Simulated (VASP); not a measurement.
# HfZrSe3 (R3m) in VASP: density of states with PBE

Aim: the density of states of HfZrSe3 with PBE.

Program: VASP 6.6.1. These are calculated values, not measurements. Logs are shortened: lines on timing, memory, paths and dates and some standing lists are left out, and cuts for length are marked.

## Step 1: Starting point

The structure is trigonal, space group R3m (No. 160). The conventional cell has a = 3.887 Å, b = 3.887 Å, c = 29.662 Å, α = 90.00°, β = 90.00°, γ = 120.00°. Zr (site symmetry 3m) is surrounded by 6 Se at 2.70 to 2.77 Å. Hf (site symmetry 3m) has 6 Se at 2.68 to 2.74 Å as nearest neighbours. Around Se (site symmetry 3m) lie 3 Hf at 2.68 Å. Around Se (site symmetry 3m) lie 3 Hf at 2.74 Å and 3 Zr at 2.77 Å. Se (site symmetry 3m) has 3 Zr at 2.70 Å as nearest neighbours.

The cell was built by a generator and needn't be a form met in nature.

## Step 2: Density of states, PBE

Input file POSCAR:

```
HfZrSe3
1.0
    1.9432880000      1.1219580000      9.8874400000
   -1.9432880000      1.1219580000      9.8874400000
    0.0000000000     -2.2439160000      9.8874400000
Zr Hf Se
1 1 3
Direct
    0.5029490000      0.5029490000      0.5029490000
    0.6108720000      0.6108720000      0.6108720000
    0.9933640000      0.9933640000      0.9933640000
    0.2244400000      0.2244400000      0.2244400000
    0.7855610000      0.7855610000      0.7855610000
```

Input file INCAR.step1:

```
SYSTEM = HfZrSe3
PREC = Accurate
ENCUT = 520
EDIFF = 1E-6
ISMEAR = 0
SIGMA = 0.1
LREAL = .False.
LASPH = .True.
NELM = 60
ALGO = Fast
ISIF = 2
LWAVE = .False.
LCHARG = .True.
LMAXMIX = 4
GGA = PE
KPAR = 4
```

Input file KPOINTS.step1:

```
regular mesh
0
Gamma
  10 10 10
  0 0 0
```

Input file INCAR.step2:

```
SYSTEM = HfZrSe3
PREC = Accurate
ENCUT = 520
EDIFF = 1E-6
ISMEAR = -5
SIGMA = 0.1
LREAL = .False.
LASPH = .True.
NELM = 60
ALGO = Fast
ISIF = 2
LWAVE = .False.
LCHARG = .False.
LMAXMIX = 4
GGA = PE
LORBIT = 11
KPAR = 4
NEDOS = 2001
ICHARG = 11
```

Input file KPOINTS.step2:

```
regular mesh
0
Gamma
  15 15 15
  0 0 0
```

Potentials or basis: VASP PAW PBE potentials, release 64 (Zr_sv, Hf_pv, Se).

Started as:

```console
cat potpaw_PBE.64/Zr_sv/POTCAR potpaw_PBE.64/Hf_pv/POTCAR potpaw_PBE.64/Se/POTCAR > POTCAR
cp INCAR.step1 INCAR
cp KPOINTS.step1 KPOINTS
mpirun -np 4 vasp_std > vasp.out
cp INCAR.step2 INCAR
cp KPOINTS.step2 KPOINTS
mpirun -np 4 vasp_std > vasp.out
```

OUTCAR:

```text
SYSTEM = HfZrSe3
   PREC = Accurate
   ENCUT = 520
   EDIFF = 1E-6
   ISMEAR = -5
   LREAL = .False.
   LASPH = .True.
   NELM = 60
   ISIF = 2
   GGA = PE
   LORBIT = 11
   ICHARG = 11

 ion  position               nearest neighbor table
   1  0.503  0.503  0.503-   5 2.70   5 2.70   5 2.70   4 2.77   4 2.77   4 2.77   2 3.20
   2  0.611  0.611  0.611-   3 2.68   3 2.68   3 2.68   4 2.74   4 2.74   4 2.74   1 3.20
   3  0.993  0.993  0.993-   2 2.68   2 2.68   2 2.68
   4  0.224  0.224  0.224-   2 2.74   2 2.74   2 2.74   1 2.77   1 2.77   1 2.77
   5  0.786  0.786  0.786-   1 2.70   1 2.70   1 2.70

  LATTYP: Found a trigonal (rhomboedric) cell.
 ALAT       =    10.1388671832
 COS(alpha) =     0.9265273760

  Lattice vectors:

 A1 = (   1.9432880000,   1.1219580000,   9.8874400000)
 A2 = (  -1.9432880000,   1.1219580000,   9.8874400000)
 A3 = (   0.0000000000,  -2.2439160000,   9.8874400000)

Analysis of symmetry for initial positions (statically):
=====================================================================
 Subroutine PRICEL returns:
 Original cell was already a primitive cell.

 Routine SETGRP: Setting up the symmetry group for a
 trigonal (rhombohedral) supercell.

 Subroutine GETGRP returns: Found  6 space group operations
 (whereof  6 operations were pure point group operations)
 out of a pool of 12 trial point group operations.

The static configuration has the point symmetry C_3v.

Analysis of symmetry for dynamics (positions and initial velocities):
=====================================================================
 Subroutine PRICEL returns:
 Original cell was already a primitive cell.

 Routine SETGRP: Setting up the symmetry group for a
 trigonal (rhombohedral) supercell.

 Subroutine GETGRP returns: Found  6 space group operations
 (whereof  6 operations were pure point group operations)
 out of a pool of 12 trial point group operations.

The dynamic configuration has the point symmetry C_3v.

 Subroutine INISYM returns: Found  6 space group operations
 (whereof  6 operations are pure point group operations),
 and found     1 'primitive' translations

----------------------------------------------------------------------------------------

                                     Primitive cell

  volume of cell :     129.3448

  direct lattice vectors                    reciprocal lattice vectors
     1.943288000  1.121958000  9.887440000     0.257295882  0.148549827  0.033712805
    -1.943288000  1.121958000  9.887440000    -0.257295882  0.148549827  0.033712805
     0.000000000 -2.243916000  9.887440000     0.000000000 -0.297099654  0.033712805

  length of vectors
    10.138867183 10.138867183 10.138867233     0.299006313  0.299006313  0.299006283

  position of ions in fractional coordinates (direct lattice)
     0.502949000  0.502949000  0.502949000
     0.610872000  0.610872000  0.610872000
     0.993364000  0.993364000  0.993364000
     0.224440000  0.224440000  0.224440000
     0.785561000  0.785561000  0.785561000

  ion indices of the primitive-cell ions
   primitive index   ion index
                 1           1
                 2           2
                 3           3
                 4           4
                 5           5

----------------------------------------------------------------------------------------

 KPOINTS: regular mesh

Automatic generation of k-mesh.
 Grid dimensions read from file:
 generate k-points for:   15   15   15

 Generating k-lattice:

  Cartesian coordinates                     Fractional coordinates (reciprocal lattice)
     0.017153059  0.009903322  0.002247520     0.066666667  0.000000000 -0.000000000
    -0.017153059  0.009903322  0.002247520     0.000000000  0.066666667 -0.000000000
     0.000000000 -0.019806644  0.002247520    -0.000000000 -0.000000000  0.066666667

  Length of vectors
     0.019933754  0.019933754  0.019933752

  Shift w.r.t. Gamma in fractional coordinates (k-lattice)
     0.000000000  0.000000000  0.000000000

 TETIRR: Found   1695 inequivalent tetrahedra from    20250

 Subroutine IBZKPT returns following result:
 ===========================================

 Found    344 irreducible k-points:

 Following reciprocal coordinates:
            Coordinates               Weight
  0.000000  0.000000  0.000000      1.000000
  0.066667  0.000000  0.000000      6.000000
  0.133333  0.000000 -0.000000      6.000000
  0.200000 -0.000000 -0.000000      6.000000
  0.266667  0.000000 -0.000000      6.000000
  0.333333  0.000000 -0.000000      6.000000
[... 16 lines left out ...]
  0.133333  0.133333 -0.000000      6.000000
  0.200000  0.133333 -0.000000     12.000000
 [... further k-points ...]
   k-points           NKPTS =    344   k-points in BZ     NKDIM =    344   number of bands    NBANDS=     24
   number of dos      NEDOS =   2001   number of ions     NIONS =      5
   total plane-waves  NPLWV = 512000
   dimension x,y,z NGX =    80 NGY =   80 NGZ =   80
   dimension x,y,z NGXF=   160 NGYF=  160 NGZF=  160
   ions per type =               1   1   3
   NGX,Y,Z   is equivalent  to a cutoff of  13.12, 13.12, 13.12 a.u.
   NGXF,Y,Z  is equivalent  to a cutoff of  26.24, 26.24, 26.24 a.u.
 SYSTEM =  HfZrSe3
   PREC   = accura    normal or accurate (medium, high low for compatibility)
   ISTART =      0    job   : 0-new  1-cont  2-samecut
   ICHARG =     11    charge: 1-file 2-atom 10-const
   ISPIN  =      1    spin polarized calculation?
   LNONCOLLINEAR =      F non collinear calculations
   LSORBIT =      F    spin-orbit coupling
   LASPH  =      T    aspherical Exc in radial PAW
   ENCUT  =  520.0 eV  38.22 Ry    6.18 a.u.  18.85 18.85 18.85*2*pi/ulx,y,z
   NELM   =     60;   NELMIN=  2; NELMDL=  0     # of ELM steps
   EDIFF  = 0.1E-05   stopping-criterion for ELM
   LREAL  =      F    real-space projection
   EDIFFG = 0.1E-04   stopping-criterion for IOM
   NSW    =      0    number of steps for IOM
   IBRION =     -1    ionic relax: 0-MD 1-quasi-New 2-CG
   NFREE  =      0    steps in history (QN), initial steepest desc. (CG)
   ISIF   =      2    stress and relaxation
   ISYM   =      2    0-nonsym 1-usesym 2-fastsym
   POTIM  = 0.5000    time-step for ionic-motion
   TEBEG  =    0.0;   TEEND  =   0.0 temperature during run
   PSTRESS=    0.0 pullay stress
   NELECT =      40.0000    total number of electrons
   NUPDOWN=      -1.0000    fix difference up-down
   EMIN   =  10.00;   EMAX   =-10.00  energy-range for DOS
   EFERMI =   0.00;   METHOD = LEGACY
   ISMEAR =    -5;   SIGMA  =   0.10  broadening in eV -4-tet -1-fermi 0-gaus
   EFERMI_NEDOS =   21; number of points for ismear=-14 and -15
   IALGO  =     68    algorithm
   IMIX   =      4    mixing-type and parameters
     AMIX     =   0.40;   BMIX     =  1.00
     AMIX_MAG =   1.60;   BMIX_MAG =  1.00
  volume/ion in A,a.u.               =      25.87       174.57
  Fermi-wavevector in a.u.,A,eV,Ry     =   1.107079  2.092076 16.675620  1.225623
  Thomas-Fermi vector in A             =   2.243588
   LORBIT       =     11    0 simple, 1 ext, 2 COOP (PROOUT), +10 PAW based schemes
   GGA     = PE    functional components
   LHFCALC =     F    Hartree Fock is set to
   AEXX    =    0.0000 exact exchange contribution
   IVDW    =     0    specifies the selected vdW correction
   LEPSILON=     F    determine dielectric tensor
   LRPA    =     F    only Hartree local field effects (RPA)
 non-spin polarized calculation
 RMM-DIIS sequential band-by-band and
 Fermi weights with tetrahedron method with Bloechl corrections
  energy-cutoff  :      520.00
  volume of cell :      129.34
 maximum number of plane-waves:      3501
 NGX is ok and might be reduce to    80

 number of electron      39.9999999 magnetization

 Free energy of the ion-electron system (eV)
  ---------------------------------------------------
  ext. energy  EPLUGINS =         0.00000000
  ---------------------------------------------------
  free energy    TOTEN  =       -35.19055052 eV

  energy without entropy =      -35.19055052  energy(sigma->0) =      -35.19055052

 E-fermi :   4.7649     XC(G=0):  -9.4007

 val. band max:        4.7339579207   @ k =   0.1333   0.1333   0.0667
 cond. band min:       4.7347391721   @ k =   0.4667   0.4000   0.4000
 fundamental gap:      0.0007812514
 Fermi energy:         4.7648713864

 k-point     1 :       0.0000    0.0000    0.0000
  band No.  band energies     occupation
      1     -45.1379      2.00000
      2     -27.2134      2.00000
      3     -27.2134      2.00000
      4     -27.0680      2.00000
      5     -23.1911      2.00000
      6     -23.1911      2.00000
[... 16 lines left out ...]
     23       5.6191      0.00000
     24       5.6192      0.00000

 k-point     2 :       0.0667    0.0000    0.0000
  band No.  band energies     occupation
      1     -45.1375      2.00000
      2     -27.2176      2.00000
      3     -27.2144      2.00000
      4     -27.0671      2.00000
      5     -23.1977      2.00000
      6     -23.1925      2.00000
[... 16 lines left out ...]
     23       5.5251      0.00000
     24       5.5896      0.00000

 k-point     3 :       0.1333    0.0000   -0.0000
  band No.  band energies     occupation
      1     -45.1364      2.00000
      2     -27.2295      2.00000
      3     -27.2170      2.00000
      4     -27.0645      2.00000
      5     -23.2164      2.00000
      6     -23.1965      2.00000
[... 16 lines left out ...]
     23       5.3831      0.00000
     24       5.5530      0.00000
[... 514 lines left out ...]
 k-point    23 :       0.1333    0.1333   -0.0000
  band No.  band energies     occupation
      1     -45.1364      2.00000
      2     -27.2295      2.00000
      3     -27.2170      2.00000
      4     -27.0645      2.00000
      5     -23.2164      2.00000
      6     -23.1965      2.00000
[... 16 lines left out ...]
     23       5.3974      0.00000
     24       5.5622      0.00000

 k-point    24 :       0.2000    0.1333   -0.0000
  band No.  band energies     occupation
      1     -45.1354      2.00000
      2     -27.2398      2.00000
      3     -27.2199      2.00000
      4     -27.0622      2.00000
      5     -23.2325      2.00000
      6     -23.2009      2.00000
[... 16 lines left out ...]
     23       5.4458      0.00000
     24       5.6874      0.00000

 [... further k-points ...]
[... 5 lines left out ...]
  --------------------------------------------------------------------------------------
  -------------------------------------------------------------------------------------
  Total       -0.0077247     -0.0077247      0.0241608      0.0000000      0.0000000      0.0000000
  in kB       -0.0956847     -0.0956847      0.2992766      0.0000000      0.0000000      0.0000000
  external PRESSURE =       0.0359691 kB  Pullay stress =       0.0000000 kB

 VOLUME and BASIS-vectors are now :
 -----------------------------------------------------------------------------
  energy-cutoff  :      520.00
  volume of cell :      129.34
      direct lattice vectors                 reciprocal lattice vectors
     1.943288000  1.121958000  9.887440000     0.257295882  0.148549827  0.033712805
    -1.943288000  1.121958000  9.887440000    -0.257295882  0.148549827  0.033712805
     0.000000000 -2.243916000  9.887440000     0.000000000 -0.297099654  0.033712805

 POSITION                                       TOTAL-FORCE (eV/Angst)
 -----------------------------------------------------------------------------------
      0.00000      0.00000     14.91863         0.000000      0.000000     -0.002817
      0.00000      0.00000     18.11988         0.000000     -0.000000      0.005479
      0.00000      0.00000     29.46548         0.000000     -0.000000     -0.006885
      0.00000      0.00000      6.65741         0.000000      0.000000     -0.001729
      0.00000      0.00000     23.30156         0.000000      0.000000      0.005953
 -----------------------------------------------------------------------------------
    total drift:                               -0.000000     -0.000001     -0.000732

  FREE ENERGIE OF THE ION-ELECTRON SYSTEM (eV)
  ---------------------------------------------------
  free  energy   TOTEN  =       -35.1905505193 eV

  energy  without entropy=      -35.1905505193  energy(sigma->0) =      -35.19055052

 total charge

# of ion       s       p       d       tot
------------------------------------------
    1        2.160   5.978   1.593   9.731
    2        0.303   6.379   1.540   8.222
    3        1.458   2.402   0.032   3.892
    4        1.435   2.462   0.072   3.969
    5        1.460   2.388   0.029   3.876
--------------------------------------------------
tot          6.816  19.608   3.266  29.690
```

It took 37 min on 4 MPI ranks of Intel Xeon 6975P-C (Granite Rapids), shared host; peak memory 1.9 GiB.

What came out:

| Quantity | Value |
| --- | --- |
| Valence electrons inside the program's atomic spheres | Zr 9.73; Hf 8.22; Se 3.89, 3.97, 3.88 |

Levels at points of the mesh, in eV from the Fermi level:
| k point | band 18 | band 19 | band 20 | band 21 | band 22 | band 23 |
| --- | --- | --- | --- | --- | --- | --- |
| (0.00, 0.00, 0.00) | -1.66 | -1.66 | -0.69 | -0.23 | -0.23 | 0.85 |

States per cell in windows of 1 eV (zero at the Fermi level; states under -8 eV left out):
| from (eV) | total | Zr1_d | Hf2_d | Se4_p | Se5_p | Se3_p | Hf2_p |
| --- | --- | --- | --- | --- | --- | --- | --- |
| -8.0 | 0.00 | 0.00 | 0.00 | 0.00 | 0.00 | 0.00 | 0.00 |
| -7.0 | 2.05 | 0.07 | 0.07 | 0.58 | 0.02 | 0.07 | 0.03 |
| -6.0 | 2.56 | 0.10 | 0.15 | 0.80 | 0.06 | 0.08 | 0.08 |
| -5.0 | 3.46 | 0.20 | 0.31 | 0.70 | 0.17 | 0.47 | 0.09 |
| -4.0 | 5.65 | 0.36 | 0.33 | 0.19 | 0.94 | 1.04 | 0.14 |
| -3.0 | 4.37 | 0.36 | 0.23 | 0.18 | 1.05 | 0.64 | 0.08 |
| -2.0 | 0.49 | 0.04 | 0.03 | 0.05 | 0.09 | 0.06 | 0.01 |
| -1.0 | 1.85 | 0.46 | 0.40 | 0.04 | 0.09 | 0.06 | 0.01 |
| 0.0 | 3.85 | 1.14 | 0.95 | 0.08 | 0.13 | 0.12 | 0.03 |
| 1.0 | 4.12 | 1.38 | 1.26 | 0.08 | 0.08 | 0.07 | 0.03 |
| 2.0 | 0.01 | 0.00 | 0.01 | 0.00 | 0.00 | 0.00 | 0.00 |
| 3.0 | 0.00 | 0.00 | 0.00 | 0.00 | 0.00 | 0.00 | 0.00 |

Caveat: tetrahedron occupations give inexact forces and stress in metals. Spin-orbit coupling is left out, which matters for the levels of Hf.
